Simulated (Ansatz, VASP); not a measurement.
One calculation of MgSnO2, two programs

```
Mg Sn O
1.0
     1.58542    0.91534    6.19294
    -1.58542    0.91534    6.19294
     0.00000   -1.83068    6.19294
Mg Sn O
1 1 2
Cartesian
  0.0000 0.0000 0.0000
  0.0000 0.0000 9.2894
  0.0000 0.0000 11.3201
  0.0000 0.0000 7.2587
```

Change from the starting cell: the structure that the rattled cell fell into.

Alike in both runs: task single point; functional PBE; k mesh 6 × 6 × 6; occupations gaussian, width 0.1 eV; no spin polarisation.

```csv
,VASP,Ansatz
version,VASP 6.6.1,Ansatz 0.2.0
potentials or method,"VASP PAW PBE potentials, release 64 (Mg, Sn_d, O)","scalar-relativistic, plane waves, PAW"
plane-wave cutoff (eV),520,420
valence electrons in the cell,28,36
```

Ansatz gave:

- gap on the k mesh at the Fermi level (eV): 0.18
- least direct gap on the mesh (eV): 0.18
- pressure (GPa): 0.2
- largest component of the traceless stress (GPa): 0.03
- rms of the force components (eV/Å): 0.007

Task: Which values does VASP return?

Result: gap on the k mesh at the Fermi level (eV): 0.18; least direct gap on the mesh (eV): 0.18; pressure (GPa): 0.0; largest component of the traceless stress (GPa): 0.55; rms of the force components (eV/Å): 0.041.

Atom by atom the forces differ by 0.035 eV/Å (rms over components). The functional is the same, so the differences come from potentials, cutoffs and numerics. The two sets of potentials don't hold the same shells in valence.

Caveats: spin-orbit coupling is left out, which moves the levels of the heavy elements.
